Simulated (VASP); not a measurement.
An input for Quantum ESPRESSO's pw.x (written as the equivalent of a VASP run, and not itself run):

```
&CONTROL
  calculation = 'vc-relax'
  pseudo_dir = './pseudo'
  outdir = './out'
  tprnfor = .true.
  tstress = .true.
  nstep = 60
  forc_conv_thr = 0.00078
/
&SYSTEM
  ibrav = 0
  nat = 3
  ntyp = 2
  ecutwfc = 58
  occupations = 'smearing'
  smearing = 'gaussian'
  degauss = 0.003675
  input_dft = 'vdw-df2-b86r'
/
&ELECTRONS
  conv_thr = 7.3e-08
  electron_maxstep = 100
/
&IONS
/
&CELL
/
ATOMIC_SPECIES
  Hf 178.490 Hf.upf
  S 32.060 S.upf
CELL_PARAMETERS angstrom
     1.7984440   -3.1149963    0.0000000
     1.7984440    3.1149963    0.0000000
     0.0000000    0.0000000    5.8052206
ATOMIC_POSITIONS crystal
  Hf   0.0000000  0.0000000  0.0000000
  S    0.3333330  0.6666670  0.2484982
  S    0.6666670  0.3333330  0.7515018
K_POINTS automatic
  7 7 4 0 0 0
```

Q: Translate this input to VASP (INCAR, KPOINTS, POSCAR, choice of POTCAR).

A: Several could match; the one computed here: 
### POSCAR
```
HfS2
1
    1.7984440474    -3.1149962549     0.0000000000
    1.7984440474     3.1149962549     0.0000000000
    0.0000000000     0.0000000000     5.8052206465
Hf S
1 2
Direct
  0.0000000000   0.0000000000   0.0000000000
  0.3333330000   0.6666670000   0.2484982130
  0.6666670000   0.3333330000   0.7515017870
```

**INCAR**
```
SYSTEM = HfS2
PREC = Accurate
ENCUT = 520
EDIFF = 1E-6
NELM = 100
ALGO = Normal
LREAL = .FALSE.
LASPH = .TRUE.
ISMEAR = 0
SIGMA = 0.05
GGA = MK
PARAM1 = 0.1234568
PARAM2 = 0.7114
ZAB_VDW = -1.8867
LUSE_VDW = .TRUE.
AGGAC = 0.0
LMAXMIX = 6
LWAVE = .FALSE.
LCHARG = .FALSE.
IBRION = 2
ISIF = 3
NSW = 60
EDIFFG = -0.02
```

KPOINTS:
```
Automatic
0
Gamma
7 7 4
```

POTCAR, in this order: Hf_pv S (PBE.64 set). Program: vasp_std.

What does not carry over: the potentials are each code's own (VASP's PAW set, PseudoDojo norm-conserving files in pw.x), so ENCUT and ecutwfc are chosen apart and not converted; conv_thr bounds pw.x's estimated SCF error, while EDIFF bounds the energy change between steps; forc_conv_thr acts on force components and is met together with etot_conv_thr.

The compound is HfS2 in the 1T layered structure. This run relaxes it. Symmetry was kept, so distortions that lower it aren't found. The start is the result of an earlier pass.
